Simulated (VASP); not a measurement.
Data:

```yaml
crystal:
  lattice:
    - [3.96458, 0.00000, 0.00000]
    - [-1.98229, 3.43343, 0.00000]
    - [0.00000, 0.00000, 6.64650]
  atoms:
    - { symbol: Zn, position: [0.33333, 0.66667, 0.98867] }
    - { symbol: Cd, position: [0.00000, 0.00000, 0.51954] }
    - { symbol: Se, position: [0.33333, 0.66667, 0.35086] }
    - { symbol: S, position: [0.00000, 0.00000, 0.89292] }
```

All values below come from LDA (Ceperley-Alder, Perdew-Zunger), VASP's LDA PAW potentials (set 64) (plane waves; VASP). Run with 400 eV cut-off, Gaussian smearing of 0.050 eV, potentials Zn Cd Se S.

Problem. Give the energies of bands 8 to 21 at the high-symmetry points, in eV from the valence-band maximum.

Solution. 
| band | Γ | M | K | A | L | H |
|---|---|---|---|---|---|---|
| 8 | -7.18 | -7.03 | -6.99 | -7.17 | -7.03 | -7.03 |
| 9 | -7.18 | -7.00 | -6.90 | -7.17 | -7.02 | -6.91 |
| 10 | -6.81 | -6.83 | -6.89 | -7.13 | -6.85 | -6.85 |
| 11 | -6.81 | -6.78 | -6.83 | -6.81 | -6.79 | -6.84 |
| 12 | -6.81 | -6.66 | -6.55 | -6.81 | -6.66 | -6.54 |
| 13 | -5.72 | -5.41 | -5.10 | -3.59 | -5.67 | -5.51 |
| 14 | -1.62 | -4.32 | -4.26 | -3.46 | -4.84 | -4.68 |
| 15 | -1.62 | -3.67 | -4.25 | -1.50 | -2.58 | -3.86 |
| 16 | -0.69 | -2.82 | -2.91 | -1.50 | -2.22 | -2.86 |
| 17 | 0.00 | -2.16 | -2.56 | -0.17 | -2.00 | -1.91 |
| 18 | 0.00 | -0.93 | -2.25 | -0.17 | -1.29 | -1.70 |
| 19 | 0.57 | 2.60 | 3.34 | 1.82 | 2.29 | 3.40 |
| 20 | 2.41 | 3.35 | 4.63 | 3.04 | 2.68 | 3.49 |
| 21 | 5.41 | 4.28 | 4.91 | 4.78 | 3.92 | 4.81 |

The gap is direct, 0.57 eV, from the valence maximum at Γ to the conduction minimum at Γ.

The structure comes from a computed database's ZnCdSeS entry (P3m1); how it stands against other phases isn't given here. It was relaxed first, which changed the volume by -9 %.
